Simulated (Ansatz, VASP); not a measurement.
## Cross-check of AsN between VASP and Ansatz

One calculation is typed for both programs; each brings its own data sets and cutoff. How far apart do they land? The cell is invented: As first built, before any earlier steps moved the atoms (in the runner's words): it takes the AsP structure with some of its atoms replaced by other elements, volume scaled by an estimate. It may not be a known or stable phase. The cell is taken from a series of VASP runs on this material, whose earlier steps may have relaxed, scaled or displaced it; both programs get it as it stands. Other levels of theory on this material are compared in a session of their own.

Method: plane waves, with VASP 6.6.1 beside it; band structure at PBE and band structure at PBE, spin-orbit coupling, in Ansatz 0.2.0.

### 1. The starting structure

It takes space group R3m (No. 160, trigonal). The conventional cell has a = 3.023 Å, b = 3.023 Å, c = 11.110 Å, α = 90.00°, β = 90.00°, γ = 120.00°. Nearest to As lie 3 N at 1.99 Å. Nearest to N lie 3 As at 1.99 Å. As first built, before any earlier steps moved the atoms (in the runner's words): sites of the AsP structure (space group 160) filled with other elements, volume scaled by an estimate. Farther neighbours and most contacts between anions are not listed.

### 2. Ansatz: band structure, PBE

Ansatz runs on its default PAW (the set named soft_2) files.

A single point gives forces, pressure and levels at one fixed geometry, so differences don't come from the geometry; what else differs is listed under the comparison.

File input.yaml:

```yaml
crystal:
  lattice:
    - [1.5114398648, 0.8726303735, 3.7032867518]
    - [-1.5114398648, 0.8726303735, 3.7032867518]
    - [0.0, -1.745260747, 3.7032867518]
  atoms:
    - { symbol: As, position: [0.2095845238, 0.2095845238, 0.2095845238] }
    - { symbol: "N", position: [0.7904154762, 0.7904154762, 0.7904154762] }
hamiltonian:
  xc: pbe
  pseudopotentials: { kind: paw }
kpoints:
  mp_grid: { grid: [5, 5, 5] }
  band_path:
    path:
      - [0.0, 0.0, 0.0]
      - [0.13333, 0.0, 0.0]
      - [0.3, 0.0, 0.0]
      - [0.46667, 0.0, 0.0]
      - [0.5, 0.04074, -0.04074]
      - [0.5, 0.10863, -0.10863]
      - [0.5, 0.17653, -0.17653]
      - [0.75681, 0.5, 0.24319]
      - [0.65804, 0.5, 0.34196]
      - [0.55926, 0.5, 0.44074]
      - [0.46667, 0.46667, 0.46667]
      - [0.3, 0.3, 0.3]
      - [0.13333, 0.13333, 0.13333]
      - [0.0, 0.0, 0.0]
      - [0.11728, 0.0, -0.11728]
      - [0.2111, 0.0, -0.2111]
      - [0.32839, 0.0, -0.32839]
      - [0.61853, 0.38147, 0.0]
      - [0.56914, 0.43086, 0.0]
      - [0.51975, 0.48025, 0.0]
      - [0.51975, 0.51975, 0.02716]
      - [0.56914, 0.56914, 0.09505]
      - [0.61853, 0.61853, 0.16295]
      - [0.63828, 0.63828, 0.22344]
      - [0.5889, 0.5889, 0.32221]
      - [0.53951, 0.53951, 0.42098]
      - [0.5, 0.0, 0.0]
      - [0.59877, 0.11728, 0.11728]
      - [0.69754, 0.23456, 0.23456]
      - [0.79632, 0.35184, 0.35184]
    npoints: 1
scf:
  occupations: { method: gaussian, width: 0.02 }
  n_extra_bands: 7
output:
  forces: true
  stress: true
  eigenvalues: true
```

Run with:

```console
> ansatz run input.yaml --threads 2 --pin off --max-ram 4608MiB --backend cpu --events-out ev --progress --plain --runs-dir out
```

Numbers of over 12 decimals in the logs are rounded to 6 here.

The program printed:

```text
scf.n_extra_bands = 7 over 10 filled bands (N_el = 20.0): the run solves 17 bands
Engine: ansatz 0.2.0, x86_64-unknown-linux-gnu
Pseudopotentials: kind: paw
Pseudopotential: As, paw, valence charge 15, recommended cutoff 420 eV (normal), As.paw.azcp
Pseudopotential: N, paw, valence charge 5, recommended cutoff 420 eV (normal), N.paw.azcp
Functional definition: PBE
  parameter kappa = 0.804
  parameter beta = 0.066725
  exchange = pbe_x(kappa = kappa, mu = beta*pi^2/3)
  correlation = pbe_c(beta = beta)
Crystal: 2 atoms, lattice volume = 29.306 Å³
Basis set: ecut = 420 eV, 559 PW (Γ), exchange–correlation on 60×60×60 points (8 copies of the dense FFT grid, shifted against one another)
Bands: 17, of which v1, the nominal top of the filled ones, is band 10 counted from 1 (9 counted from 0)
Symmetry: 6 space group operations
Space group: R3m (ITA 160), of the structure as read, at distance tolerance 3.1e-5 Å
k-points: 19 of 125 (time reversal used)
Non-local potential: As, projectors of the file, l = 0: 2, l = 1: 2, l = 2: 3, l = 3: 1
Non-local potential: N, projectors of the file, l = 0: 2, l = 1: 2, l = 2: 1
PAW form: soft (Blöchl's): semilocal exchange-correlation on the pseudo side does not see the compensation charge
PAW one-centre angular grid: As, 590 points (default); XC on 64 Gauss nodes
PAW one-centre angular grid: N, 110 points (default); XC on 64 Gauss nodes
Initial density: superposition of atomic densities (neutral atoms: chi_scale 0, normalization atom), corrected by the library's trained network
Initial wavefunctions: pseudopotential atomic-orbital guess
Functional: x = pbe(κ = 0.804, μ = 0.219515), c = pbe(β = 0.066725)
SCF iter   1: F=—  HF=-5238.816144 eV  |F-HF|=—  |Δ(HF+E_count)|=         —  Δρ=4.24e-3  dr2=3.56e-3  ethr=1.77e-3  ⟨swp⟩=5.9  Hψ=1736  notcnv=0
preconditioner: auto → none  [insulator: Δε(μ)=0.235 eV  Ē_g=16.599 eV  σ=0.020 eV  W_gap=1.00  n_scr=8 (ndim 8)  ℏωp=21.7 eV  f_vac=0.016  D(μ)=0.00/eV (n_scr^D=0)  ε∞_Penn≈2.7]
SCF iter   2: F=—  HF=-5238.816050 eV  |F-HF|=—  |Δ(HF+E_count)|=   9.47e-5  Δρ=2.06e-3  dr2=9.94e-4  ethr=1.78e-5  ⟨swp⟩=2.1  Hψ=615  notcnv=0  defer=44
SCF iter   3: F=—  HF=-5238.816109 eV  |F-HF|=—  |Δ(HF+E_count)|=   5.91e-5  Δρ=1.33e-3  dr2=4.38e-4  ethr=4.97e-6  ⟨swp⟩=2.0  Hψ=431  notcnv=0  defer=44
SCF iter   4: F=—  HF=-5238.816106 eV  |F-HF|=—  |Δ(HF+E_count)|=   3.03e-6  Δρ=4.40e-4  dr2=2.12e-5  ethr=2.19e-6  ⟨swp⟩=1.8  Hψ=316  notcnv=0  defer=44
SCF iter   5: F=—  HF=-5238.816131 eV  |F-HF|=—  |Δ(HF+E_count)|=   2.50e-5  Δρ=8.03e-5  dr2=7.44e-7  ethr=1.06e-7  ⟨swp⟩=2.0  Hψ=363  notcnv=0  defer=44
SCF iter   6: F=-5238.816132 eV  HF=-5238.816132 eV  |F-HF|=6.21e-8  |Δ(HF+E_count)|=   1.31e-6  Δρ=1.51e-5  dr2=2.48e-8  ethr=5.00e-10  ⟨swp⟩=7.3  Hψ=1511  notcnv=0
SCF 1 converged in 6 iterations: F = -5238.816132 eV  dr2 = 2.48e-8
  greatest PAW one-centre occupation: 0.999 electrons in one spin orbital (limit 2), on the As atom at site 0 (counted from 0), in its partial waves of l = 2
NSCF: frozen V_eff on 30 k-points
SCF converged after 6 iterations
Free energy (F): -5238.816132 eV
Harris-Foulkes:  -5238.816132 eV  (|F-HF|=6.21e-8)
Internal energy: -5238.816132 eV  (E = F + TS)
E sigma→0 (E₀):  -5238.816132 eV
Fermi energy:    10.039272 eV
--- Per-component energies (eV) ---
  E_band       = -246.376009
  E_kinetic    = 229.974717
  E_local      = -1981.123567  (includes V_loc(G=0)·N_el)
  E_nonlocal   = -623.523388
  E_hartree    = 1034.647310
  E_xc         = -138.585671
  E_vxc        = -154.584757  (∫ρ·V_xc dr)
  E_paw        = -1961.817599  (= ΣΔE_a)
  E_vpaw       = 213.584857  (= ΣTr[D̂ρ^β])
  E_aug_tail   = 0.000096  (compensation charges beyond the density's cutoff)
  E_ewald      = -1798.388030
  E_smearing   = -0.000000  (= −TS)
  E_closure    = -0.000000  (closes the sum)
  Σ components = -5238.816132   (vs F -5238.816132, Δ=0.00e0)
--- Forces (eV/Å), atoms counted from 1 ---
  atom   1  As     0.00000000    -0.00000000    -0.14576553
  atom   2  N     -0.00000000    -0.00000000     0.14583176
  max |Σ_I F_I| component: 6.62e-5 eV/Å
--- Stress (GPa, compression-positive) ---
        0.165157      -0.000000      -0.000000
       -0.000000       0.165157      -0.000000
       -0.000000      -0.000000       2.566718
  P = ⅓ Tr σ = 0.9657 GPa (9.657 kbar)
--- Band table (eV; the first three rows and the last of 19) ---
  k-point 0: bands = [... 6 lower, 2.2282, 6.9140, 7.1131, 7.1131, 11.8413, 14.9649, 14.9649, 20.0090, ... 3 higher]
  k-point 1: bands = [... 6 lower, 1.6609, 5.1999, 6.4493, 7.6378, 12.2933, 14.1424, 15.2575, 18.5931, ... 3 higher]
  k-point 2: bands = [... 6 lower, -1.0533, 5.1593, 5.5973, 8.5373, 10.1415, 13.6809, 15.1086, 18.9422, ... 3 higher]
  k-point 18: bands = [... 6 lower, 0.4492, 4.2533, 6.3966, 9.9370, 12.0522, 14.2647, 15.1815, 20.8043, ... 3 higher]
```

Elapsed: 0.68 s, on 2 threads of Intel Xeon 6975P-C (Granite Rapids), shared host; peak memory 0.35 GiB.

### 3. VASP: band structure, PBE

The same cell, functional, mesh and smearing now go to VASP, with its own data sets and cutoff.

Lines of VASP's logs that name or quote its potential files are left out, and so is its time.

File INCAR:

```
SYSTEM = AsN
PREC = Accurate
ENCUT = 520
EDIFF = 1E-06
NELM = 100
ISMEAR = 0
SIGMA = 0.02
LREAL = .FALSE.
ALGO = Normal
GGA = PE
NBANDS = 17
LORBIT = 11
LWAVE = .FALSE.
LCHARG = .FALSE.
KPAR = 4
```

File POSCAR:

```
AsN
1.0
    1.5114398648      0.8726303735      3.7032867518
   -1.5114398648      0.8726303735      3.7032867518
    0.0000000000     -1.7452607470      3.7032867518
As N
1 1
Direct
    0.2095845238      0.2095845238      0.2095845238
    0.7904154762      0.7904154762      0.7904154762
```

File KPOINTS:

```
Automatic mesh
0
Gamma
5 5 5
0 0 0
```

File KPOINTS_OPT:

```
Line mode
16
Line-mode
Reciprocal
  0.00000000   0.00000000   0.00000000 GAMMA
  0.50000000   0.00000000   0.00000000 L

  0.50000000   0.00000000   0.00000000 L
  0.50000000   0.20368311  -0.20368311 B1

  0.79631689   0.50000000   0.20368311 B
  0.50000000   0.50000000   0.50000000 Z

  0.50000000   0.50000000   0.50000000 Z
  0.00000000   0.00000000   0.00000000 GAMMA

  0.00000000   0.00000000   0.00000000 GAMMA
  0.35184155   0.00000000  -0.35184155 X

  0.64815845   0.35184155   0.00000000 Q
  0.50000000   0.50000000   0.00000000 F

  0.50000000   0.50000000   0.00000000 F
  0.64815845   0.64815845   0.20368311 P1

  0.64815845   0.64815845   0.20368311 P1
  0.50000000   0.50000000   0.50000000 Z

  0.50000000   0.00000000   0.00000000 L
  0.79631689   0.35184155   0.35184155 P
```

The projector-augmented-wave data sets are As and N (PBE family, release 64).

Run with:

```console
> mpirun -np 4 vasp_std
```

The program printed:

```text
[banner, memory and clock lines left out]
running    4 mpi-ranks, on    1 nodes
 distrk:  each k-point on    1 cores,    4 groups
 distr:  one band on    1 cores,    1 groups

 POSCAR found type information on POSCAR AsN
 POSCAR found :  2 types and       2 ions
 LDA part: xc-table for (Slater+PW92), standard interpolation
 POSCAR, INCAR and KPOINTS ok, starting setup
 FFT: planning ... GRIDC
 FFT: planning ... GRID_SOFT
 FFT: planning ... GRID
 WAVECAR not read
 entering main loop
       N       E                     dE             d eps       ncg     rms          rms(c)
DAV:   1     0.277904460296E+02    0.27790E+02   -0.45621E+03   646   0.514E+02
DAV:   2    -0.118381039257E+02   -0.39629E+02   -0.37533E+02   853   0.124E+02
DAV:   3    -0.132708349322E+02   -0.14327E+01   -0.14288E+01   781   0.211E+01
DAV:   4    -0.132753740107E+02   -0.45391E-02   -0.45389E-02   820   0.136E+00
DAV:   5    -0.132753877784E+02   -0.13768E-04   -0.13768E-04   822   0.676E-02    0.833E+00
DAV:   6    -0.118501369705E+02    0.14253E+01   -0.13647E+01   740   0.130E+01    0.376E+00
DAV:   7    -0.117254827894E+02    0.12465E+00   -0.10384E+00   689   0.441E+00    0.229E+00
DAV:   8    -0.117099563337E+02    0.15526E-01   -0.86112E-02   791   0.160E+00    0.320E-01
DAV:   9    -0.117089937841E+02    0.96255E-03   -0.54127E-03   729   0.350E-01    0.127E-01
DAV:  10    -0.117090968551E+02   -0.10307E-03   -0.61800E-04   789   0.125E-01    0.313E-02
DAV:  11    -0.117091324365E+02   -0.35581E-04   -0.49838E-05   769   0.414E-02    0.213E-02
DAV:  12    -0.117091360746E+02   -0.36381E-05   -0.46526E-06   766   0.111E-02    0.287E-03
DAV:  13    -0.117091361666E+02   -0.91999E-07   -0.31438E-07   578   0.303E-03
   1 F= -.11709136E+02 E0= -.11709136E+02  d E =-.597565E-11
 Start KPOINTS_OPT (optional k-point list driver)
k-point batch [1-19\144]
       N       E                     dE             ncg
DAV:   1     0.366505367575E+03   -0.43446E+04      646
DAV:   2    -0.370669742491E+03   -0.73718E+03      892
DAV:   3    -0.398426033227E+03   -0.27756E+02      770
DAV:   4    -0.398503811349E+03   -0.77778E-01      876
DAV:   5    -0.398503995983E+03   -0.18463E-03      766
DAV:   6    -0.398503996642E+03   -0.65933E-06      722
[...]
k-point batch [134-144\144]
       N       E                     dE             ncg
DAV:   1     0.277878056726E+04   -0.46841E+04      374
DAV:   2     0.235744660757E+04   -0.42133E+03      497
DAV:   3     0.234428801722E+04   -0.13159E+02      464
DAV:   4     0.234424970594E+04   -0.38311E-01      448
DAV:   5     0.234424960496E+04   -0.10098E-03      433
DAV:   6     0.234424960458E+04   -0.38497E-06      357
```

From OUTCAR (step 3):

```text
ion  position               nearest neighbor table
   1  0.210  0.210  0.210-   2 1.99   2 1.99   2 1.99
   2  0.790  0.790  0.790-   1 1.99   1 1.99   1 1.99

  LATTYP: Found a trigonal (rhomboedric) cell.
 ALAT       =     4.0939305074
 COS(alpha) =     0.7273968203

 Subroutine GETGRP returns: Found  6 space group operations
 (whereof  6 operations were pure point group operations)

The static configuration has the point symmetry C_3v.

 Found     19 irreducible k-points:

   k-points           NKPTS =     19   k-points in BZ     NKDIM =     19   number of bands    NBANDS=     17

   dimension x,y,z NGX =    30 NGY =   30 NGZ =   30
   dimension x,y,z NGXF=    60 NGYF=   60 NGZF=   60

   ENCUT  =  520.0 eV  38.22 Ry    6.18 a.u.   7.61  7.61  7.61*2*pi/ulx,y,z

   NELECT =      10.0000    total number of electrons

 k-points in reciprocal lattice and weights: Automatic mesh
   0.00000000  0.00000000  0.00000000       0.008
   0.20000000  0.00000000 -0.00000000       0.048
   0.40000000  0.00000000  0.00000000       0.048
   0.20000000  0.20000000 -0.00000000       0.048
   0.40000000  0.20000000  0.00000000       0.096
  -0.40000000  0.20000000 -0.00000000       0.096
  -0.20000000  0.20000000  0.00000000       0.048
   0.40000000  0.40000000  0.00000000       0.048
  -0.40000000  0.40000000  0.00000000       0.048
[...]
0.40000000  0.40000000  0.40000000       0.016
  -0.40000000  0.40000000  0.40000000       0.048

 average (electrostatic) potential at core
       1 -50.6784       2 -64.1889

 E-fermi :   5.4244

 k-point     1 :       0.0000    0.0000    0.0000
  band No.  band energies     occupation
      1     -13.4252      2.00000
      2      -2.3651      2.00000
      3       2.2980      2.00000
      4       2.4735      2.00000
      5       2.4735      2.00000
      6       7.1763      0.00000
      7      10.3334      0.00000
      8      10.3334      0.00000
      9      15.3578      0.00000
     10      18.1274      0.00000
    ...

 k-point     2 :       0.2000    0.0000   -0.0000
  band No.  band energies     occupation
      1     -12.7363      2.00000
      2      -2.9488      2.00000
      3       0.5686      2.00000
      4       1.8096      2.00000
      5       3.0254      2.00000
      6       7.6516      0.00000
      7       9.5041      0.00000
      8      10.6326      0.00000
      9      13.9210      0.00000
     10      16.3745      0.00000
    ...

 k-point     3 :       0.4000    0.0000    0.0000
  band No.  band energies     occupation
      1     -11.0012      2.00000
      2      -5.6885      2.00000
      3       0.5530      2.00000
      4       0.9577      2.00000
      5       3.9347      2.00000
      6       5.5102      0.00000
      7       9.0357      0.00000
      8      10.4862      0.00000
      9      14.2699      0.00000
     10      16.0432      0.00000
    ...

  Total        0.1613874      0.1613875      0.5427571      0.0000000     -0.0000000      0.0000000
  in kB        8.8230841      8.8230873     29.6726503      0.0000000     -0.0000000      0.0000000
  external PRESSURE =      15.7729405 kB  Pullay stress =       0.0000000 kB

  energy-cutoff  :      520.00
  volume of cell :       29.31
      direct lattice vectors                 reciprocal lattice vectors
     1.511439865  0.872630373  3.703286752     0.330810383  0.190993428  0.090010133
    -1.511439865  0.872630373  3.703286752    -0.330810383  0.190993428  0.090010133
     0.000000000 -1.745260747  3.703286752     0.000000000 -0.381986857  0.090010133

 POSITION                                       TOTAL-FORCE (eV/Angst)
 -----------------------------------------------------------------------------------
      0.00000      0.00000      2.32845         0.000000      0.000000     -0.039010
      0.00000      0.00000      8.78141         0.000000     -0.000000      0.039010
 -----------------------------------------------------------------------------------
    total drift:                               -0.000000      0.000010      0.000238

  FREE ENERGIE OF THE ION-ELECTRON SYSTEM (eV)
  ---------------------------------------------------
  free  energy   TOTEN  =       -11.7091361666 eV

  energy  without entropy=      -11.7091361666  energy(sigma->0) =      -11.70913617

 total charge
# of ion       s       p       d       tot
------------------------------------------
    1        1.309   1.272   0.112   2.693
    2        1.295   2.336   0.000   3.631
--------------------------------------------------
tot          2.604   3.608   0.112   6.324

[... 3 further parts left out ...]
```

The run ends at a pressure of 1.58 GPa, with forces up to 0.039 eV/Å.

### 4. Side by side

Known differences besides the potentials themselves: the data sets hold 20 valence electrons in Ansatz (default PAW (the set named soft_2) files) and 10 in VASP; the cutoff is 420 eV in Ansatz and 520 eV in VASP; VASP leaves aspherical gradient terms in its spheres out (LASPH is not set), Ansatz keeps them. Total energies have different zeros and are not compared.

Compared:

```csv
quantity,Ansatz,VASP,difference
pressure (GPa),0.97,1.58,-0.61
pressure without Ansatz's Pulay correction (GPa),0.64,1.58,-0.94
```

Forces (eV/Å; atoms numbered as in POSCAR):

```csv
atom,"Ansatz x, y, z","VASP x, y, z"
As1,"0.000, 0.000, -0.146","0.000, 0.000, -0.039"
N2,"0.000, 0.000, 0.146","0.000, 0.000, 0.039"
```

The forces differ by 62 meV/Å r.m.s., where the r.m.s. force is 0.084 eV/Å in Ansatz and 0.023 eV/Å in VASP: the cell lies near the minimum of VASP, so a percentage would say little (all taken over all components). Levels from 3 eV below to 2 eV above the Fermi level differ by 22 meV r.m.s. and 50 meV at most; each VASP level is matched to the nearest of Ansatz, which flatters the figure a little. Ansatz's pressure holds a Pulay correction of 0.33 GPa; VASP's holds none.

### 5. What the set-up changes

Further runs change the set-up of one program: Ansatz's method, potentials or start, or VASP's data sets, cutoff or form of LDA. The table gives Ansatz less VASP for each quantity, since a change that brings one quantity closer may part another.

| run | r.m.s. force difference (meV/Å) | pressure (GPa) | pressure without Ansatz's Pulay correction (GPa) |
| --- | --- | --- | --- |
| as above | 62 | -0.61 | -0.94 |
| Ansatz's larger PAW set (cutoff 900 eV) | 67 | -0.64 | -0.75 |
| norm-conserving potentials (cutoff 1240 eV) | 75 | -0.45 |  |

(Continued in part 2 of 2.)

[Lines on the potential files, build, host, timing and source positions are cut from VASP's logs without a mark.]

[Logs are printed without paths, hosts, clocks, repeated set-up lines and the standing remarks that a program may print on its own settings, such as how far it seeks lower states.]

[Hosts, paths, dates, database ids (printed as entryN), source tags and the programs' standing remarks are cut or masked in the printed files.]
